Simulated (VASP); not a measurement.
A 63-atom supercell of BN (zinc blende) holds O on the N site with a neighbouring B vacancy in charge state -1. It is relaxed twice, with the total moment held at 1 and at 3 μB. All values below come from PBE GGA, VASP's PBE PAW potentials (set 64) (plane waves; VASP 6.6.1). Settings: PREC = Normal, LREAL = Auto, ISYM = 0, NELECT = 255.0, EDIFF = 1E-5, 400 eV cut-off, 1×1×1 Γ-centred mesh, Gaussian smearing of 0.050 eV, potentials B N O.

The cell is charged, with a uniform compensating background. The supercell is sampled at Γ alone, which is coarse: total energies, pressure and levels can be off, energies of defects by several tenths of an eV.

Task: Which spin state lies lower, and by how much?

Result: The state with 1 μB lies lower, by 2.95 eV.

The cell is a supercell with a defect, built from BN (zinc blende).
